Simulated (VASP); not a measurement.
Here is the system:

```
Ga2Se3
1.0
   -1.89477     5.68288     2.72160
    1.89477    -5.68288     2.72160
    1.89477     5.68288    -2.72160
Ga Se
2 3
Direct
  0.66998   0.00976   0.66023
  0.34953   0.00976   0.33977
  0.38101   0.22698   0.15402
  0.07296   0.22698   0.84598
  0.77653   0.27653   0.50000
```

All values below come from LDA (Ceperley-Alder, Perdew-Zunger), VASP's LDA PAW potentials (set 64) (plane waves; VASP). Run with 400 eV cut-off, 8×8×8 Γ-centred mesh, tetrahedra with Blöchl corrections, potentials Ga_d Se.

The cores are frozen, which limits the accuracy of field gradients.

Q: Give the principal components of the electric field gradient (V/Å²) and the asymmetry η at each nucleus.

A: 
```json
[
 {"atom": "Ga1", "Vxx": "25.3", "Vyy": "20.3", "Vzz": "-45.6", "η": "0.11"},
 {"atom": "Ga2", "Vxx": "25.3", "Vyy": "20.3", "Vzz": "-45.6", "η": "0.11"},
 {"atom": "Se3", "Vxx": "88.6", "Vyy": "67.1", "Vzz": "-155.7", "η": "0.14"},
 {"atom": "Se4", "Vxx": "88.6", "Vyy": "67.1", "Vzz": "-155.7", "η": "0.14"},
 {"atom": "Se5", "Vxx": "239.2", "Vyy": "108.2", "Vzz": "-347.4", "η": "0.38"}
]
```

The structure comes from a computed database's Ga2Se3 entry (Imm2); how it stands against other phases isn't given here. It was relaxed first, which changed the volume by -7 %.
